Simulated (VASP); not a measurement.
A convergence study with VASP on PbTe (rock salt): one setting is varied, all else stays as given below, so the limit is that of these other settings.

```
PbTe
1.0
    0.00000     3.23000     3.23000
    3.23000     0.00000     3.23000
    3.23000     3.23000     0.00000
Te Pb
1 1
Cartesian
  3.23000   3.23000   3.23000
  0.00000   0.00000   0.00000
```

The numbers are results of PBE GGA, VASP's PBE PAW potentials (set 64) (plane waves; VASP), not measurements. The tightest run used: 550 eV cut-off, 16×16×16 Γ-centred mesh, tetrahedra with Blöchl corrections, potentials Te Pb_d.

The reference is 16×16×16 mesh, which took about 3 core-minutes. Times come from single runs on busy shared machines, so they are rough: good to a factor of about 2.

Problem. Of the settings 3×3×3 mesh; 4×4×4 mesh; 5×5×5 mesh; 6×6×6 mesh; 7×7×7 mesh; 8×8×8 mesh; 9×9×9 mesh; 10×10×10 mesh; 11×11×11 mesh; 12×12×12 mesh; 13×13×13 mesh; 14×14×14 mesh; 15×15×15 mesh; 16×16×16 mesh, which is the lowest that keeps the difference from the reference in E (eV/atom) within 0.005 from there on, and what does it cost?

Solution. 4×4×4 mesh; its cost over the reference is about 1/8.
| setting | difference in E (eV/atom) | cost over the reference |
|---|---|---|
| 3×3×3 mesh | 0.0240 | about 1/10 |
| 4×4×4 mesh | 0.0038 | about 1/8 |
| 5×5×5 mesh | 0.0007 | about 1/9 |
| 6×6×6 mesh | 0.0003 | about 1/6 |
| 7×7×7 mesh | 0.0006 | about 1/4 |
| 8×8×8 mesh | 0.0001 | about 1/4 |
| 9×9×9 mesh | 0.0002 | about 1/3 |
| 10×10×10 mesh | 0.0000 | about 1/3 |
| 11×11×11 mesh | 0.0000 | about 1/2 |
| 12×12×12 mesh | 0.0000 | within a factor of 2 |
| 13×13×13 mesh | 0.0000 | within a factor of 2 |
| 14×14×14 mesh | 0.0000 | within a factor of 2 |
| 15×15×15 mesh | 0.0000 | within a factor of 2 |
| 16×16×16 mesh | 0.0000 | reference |

Left out are rungs that failed or repeat a setting and relaxations that didn't move; long series are thinned to 24 rows.

The compound is PbTe in the rock salt structure. The cell was not relaxed at this level.
